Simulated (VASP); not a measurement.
Output of a VASP run:

OUTCAR:
```
 ion  position               nearest neighbor table
   1  0.000  0.000  0.000-   2 2.88   3 2.88   4 2.88   2 2.88   3 2.88   2 2.88   4 2.88   2 2.88
                             3 2.88   4 2.88   3 2.88   4 2.88
   2  0.000  0.500  0.500-   1 2.88   3 2.88   4 2.88   1 2.88   4 2.88   1 2.88   3 2.88   1 2.88
                             3 2.88   4 2.88   4 2.88   3 2.88
   3  0.500  0.000  0.500-   1 2.88   2 2.88   4 2.88   1 2.88   4 2.88   2 2.88   4 2.88   4 2.88
                             1 2.88   2 2.88   1 2.88   2 2.88
   4  0.500  0.500  0.000-   1 2.88   2 2.88   3 2.88   2 2.88   3 2.88   1 2.88   3 2.88   3 2.88
                             1 2.88   2 2.88   2 2.88   1 2.88
  LATTYP: Found a simple cubic cell.
 ALAT       =     4.0763301721
 Subroutine PRICEL returns:
 Original cell was already a primitive cell.
 Subroutine GETGRP returns: Found 48 space group operations
The static configuration has the point symmetry O_h .
The dynamic configuration has the point symmetry O_h .
 Subroutine INISYM returns: Found 48 space group operations
 Subroutine IBZKPT returns following result:
 Found     35 irreducible k-points:

 Following reciprocal coordinates:
            Coordinates               Weight
  0.000000  0.000000  0.000000      1.000000
  0.125000  0.000000  0.000000      6.000000
  0.250000  0.000000  0.000000      6.000000
  0.375000  0.000000  0.000000      6.000000
  0.500000  0.000000  0.000000      3.000000
  0.125000  0.125000  0.000000     12.000000
  0.250000  0.125000  0.000000     24.000000
  0.375000  0.125000  0.000000     24.000000
  0.500000  0.125000  0.000000     12.000000
  0.250000  0.250000  0.000000     12.000000
  0.375000  0.250000  0.000000     24.000000
  0.500000  0.250000  0.000000     12.000000
  0.375000  0.375000  0.000000     12.000000
  0.500000  0.375000  0.000000     12.000000
  0.500000  0.500000  0.000000      3.000000
  0.125000  0.125000  0.125000      8.000000
  0.250000  0.125000  0.125000     24.000000
  0.375000  0.125000  0.125000     24.000000
  0.500000  0.125000  0.125000     12.000000
  0.250000  0.250000  0.125000     24.000000
  0.375000  0.250000  0.125000     48.000000
  0.500000  0.250000  0.125000     24.000000
  0.375000  0.375000  0.125000     24.000000
  0.500000  0.375000  0.125000     24.000000
  0.500000  0.500000  0.125000      6.000000
  0.250000  0.250000  0.250000      8.000000
  0.375000  0.250000  0.250000     24.000000
  0.500000  0.250000  0.250000     12.000000
  0.375000  0.375000  0.250000     24.000000
  0.500000  0.375000  0.250000     24.000000
  0.500000  0.500000  0.250000      6.000000
  0.375000  0.375000  0.375000      8.000000
  0.500000  0.375000  0.375000     12.000000
  0.500000  0.500000  0.375000      6.000000
  0.500000  0.500000  0.500000      1.000000
   k-points           NKPTS =     35   k-points in BZ     NKDIM =     35   number of bands    NBANDS=     14
   number of dos      NEDOS =    301   number of ions     NIONS =      4
   total plane-waves  NPLWV =  27000
   dimension x,y,z NGX =    30 NGY =   30 NGZ =   30
   dimension x,y,z NGXF=    60 NGYF=   60 NGZF=   60
   ions per type =               1   3
   PREC   = accura    normal or accurate (medium, high low for compatibility)
   ISTART =      0    job   : 0-new  1-cont  2-samecut
   ICHARG =      2    charge: 1-file 2-atom 10-const
   ISPIN  =      1    spin polarized calculation?
   LNONCOLLINEAR =      F non collinear calculations
   LSORBIT =      F    spin-orbit coupling
   INIWAV =      1    electr: 0-lowe 1-rand  2-diag
   ENCUT  =  520.0 eV  38.22 Ry    6.18 a.u.   7.58  7.58  7.58*2*pi/ulx,y,z
   NELM   =    100;   NELMIN=  2; NELMDL= -5     # of ELM steps
   EDIFF  = 0.1E-06   stopping-criterion for ELM
   LREAL  =      F    real-space projection
   NLSPLINE    = F    spline interpolate recip. space projectors
   LMAXMIX     =    4 max onsite mixed and CHGCAR
   VOSKOWN=      0    Vosko Wilk Nusair interpolation
   EDIFFG = 0.1E-05   stopping-criterion for IOM
   NSW    =      0    number of steps for IOM
   NBLOCK =      1;   KBLOCK =      1    inner block; outer block
...
```

### OSZICAR
```
       N       E                     dE             d eps       ncg     rms          rms(c)
DAV:   1     0.260115444197E+03    0.26012E+03   -0.15659E+04  1120   0.324E+03
DAV:   2     0.169405603281E+02   -0.24317E+03   -0.23972E+03  1406   0.772E+02
DAV:   3     0.101692840586E+01   -0.15924E+02   -0.15711E+02  1528   0.240E+02
DAV:   4    -0.361420931962E+00   -0.13783E+01   -0.13685E+01  1794   0.624E+01
DAV:   5    -0.481694921148E+00   -0.12027E+00   -0.11936E+00  1796   0.166E+01    0.832E+00
DAV:   6    -0.283168242528E+02   -0.27835E+02   -0.24385E+02  1632   0.169E+02    0.113E+01
DAV:   7    -0.266652233578E+02    0.16516E+01   -0.74804E+00  1566   0.360E+01    0.938E+00
DAV:   8    -0.264041446325E+02    0.26108E+00   -0.13467E-01  1344   0.343E+00    0.932E+00
DAV:   9    -0.273033443163E+02   -0.89920E+00   -0.10189E+00  1334   0.162E+01    0.142E+01
DAV:  10    -0.240620421887E+02    0.32413E+01   -0.16956E+01  1542   0.549E+01    0.901E+00
DAV:  11    -0.241930610549E+02   -0.13102E+00   -0.77454E-01  1464   0.101E+01    0.645E+00
DAV:  12    -0.242884485760E+02   -0.95388E-01   -0.18513E-01  1608   0.519E+00    0.115E+01
DAV:  13    -0.239839612201E+02    0.30449E+00   -0.17128E+00  1590   0.157E+01    0.376E-01
DAV:  14    -0.240806614619E+02   -0.96700E-01   -0.68449E-02  1508   0.308E+00    0.110E+00
DAV:  15    -0.240732862260E+02    0.73752E-02   -0.47683E-02  1622   0.253E+00    0.312E-01
DAV:  16    -0.240760461780E+02   -0.27600E-02   -0.26975E-03  1588   0.699E-01    0.442E-01
DAV:  17    -0.240755029405E+02    0.54324E-03   -0.46964E-03  1570   0.899E-01    0.654E-02
DAV:  18    -0.240756194194E+02   -0.11648E-03   -0.34824E-04  1590   0.261E-01    0.628E-02
DAV:  19    -0.240755998141E+02    0.19605E-04   -0.54747E-05  1564   0.939E-02    0.217E-02
DAV:  20    -0.240755990583E+02    0.75579E-06   -0.20405E-05  1632   0.550E-02    0.123E-02
DAV:  21    -0.240755990615E+02   -0.31964E-08   -0.84733E-07  1486   0.882E-03
   1 F= -.24075599E+02 E0= -.24075102E+02  d E =-.148976E-02
```

**OUTCAR**
```
------------------------ aborting loop because EDIFF is reached ----------------------------------------
  FORCE on cell =-STRESS in cart. coord.  units (eV):
  Direction    XX          YY          ZZ          XY          YZ          ZX
  --------------------------------------------------------------------------------------
  Total        0.0101418      0.0101418      0.0101418      0.0000000     -0.0000000      0.0000000
  in kB        0.2398925      0.2398925      0.2398925      0.0000000     -0.0000000      0.0000000
  external PRESSURE =       0.2398925 kB  Pullay stress =       0.0000000 kB
  volume of cell :       67.73
      direct lattice vectors                 reciprocal lattice vectors
     4.076330172  0.000000000  0.000000000     0.245318695  0.000000000  0.000000000
     0.000000000  4.076330172  0.000000000     0.000000000  0.245318695  0.000000000
     0.000000000  0.000000000  4.076330172     0.000000000  0.000000000  0.245318695
 POSITION                                       TOTAL-FORCE (eV/Angst)
 -----------------------------------------------------------------------------------
      0.00000      0.00000      0.00000         0.000000      0.000000      0.000000
      0.00000      2.03817      2.03817         0.000000      0.000000      0.000000
      2.03817      0.00000      2.03817         0.000000      0.000000      0.000000
      2.03817      2.03817      0.00000         0.000000      0.000000      0.000000
 -----------------------------------------------------------------------------------
    total drift:                                0.000000     -0.000000      0.000000
  FREE ENERGIE OF THE ION-ELECTRON SYSTEM (eV)
  ---------------------------------------------------
  free  energy   TOTEN  =       -24.0755990615 eV

  energy  without entropy=      -24.0741092990  energy(sigma->0) =      -24.07510247
```
(Selected blocks of OUTCAR.)

File POSCAR:
```
Al3Sc
1
    4.0763301721     0.0000000000     0.0000000000
    0.0000000000     4.0763301721     0.0000000000
    0.0000000000     0.0000000000     4.0763301721
Sc Al
1 3
Direct
  0.0000000000   0.0000000000   0.0000000000
  0.0000000000   0.5000000000   0.5000000000
  0.5000000000   0.0000000000   0.5000000000
  0.5000000000   0.5000000000   0.0000000000
```

### Question
Write an INCAR and KPOINTS that could have produced this output.

### Answer
This is not unique; one that fits is the input of the run itself, revTPSS meta-GGA, plane waves, VASP's PBE PAW potentials (set 64).

KPOINTS:
```
Automatic mesh
0
Gamma
8 8 8
0 0 0
```

**INCAR**
```
SYSTEM=Al3Sc
PREC=Accurate; ENCUT=520; LREAL=.FALSE.
LASPH=.TRUE.
EDIFF=1E-7; NELM=100; ALGO=Normal
LMAXMIX=4; LMIXTAU=.TRUE.
ISMEAR=1; SIGMA=0.1
METAGGA=RTPSS
ISIF=2
LWAVE=.FALSE.; LCHARG=.FALSE.
```

POTCAR, in this order: Sc_sv Al (PBE.64 set). Program: vasp_std.

The compound is Al3Sc in the L1_2 structure. It was relaxed first.
